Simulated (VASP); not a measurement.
Energy against volume of Pb (fcc). These are PBE GGA, VASP's PBE PAW potentials (set 64) (plane waves; VASP) values and carry that method's errors. Run with 520 eV cut-off, 13×13×13 Γ-centred mesh, first-order Methfessel-Paxton smearing of 0.10 eV, potentials Pb_d.

```csv
V (Å³/atom),E (eV/atom)
29.858,-3.54148
30.811,-3.55560
31.764,-3.56092
32.717,-3.55927
```

**Question.** Fit these four points and predict the energy of the run at 33.670 Å³/atom.

**Answer.** A cubic in V^(−2/3), the third-order Birch-Murnaghan form, passes through the four points with V0 = 31.98 Å³/atom and B0 = 37 GPa, and gives -3.5521 eV/atom there. The run gave -3.5520 eV/atom, +0.2 meV/atom from the fit; all five points give B0 = 38 GPa.

The compound is Pb in the fcc structure. It was relaxed first, which changed the volume by +5 %.
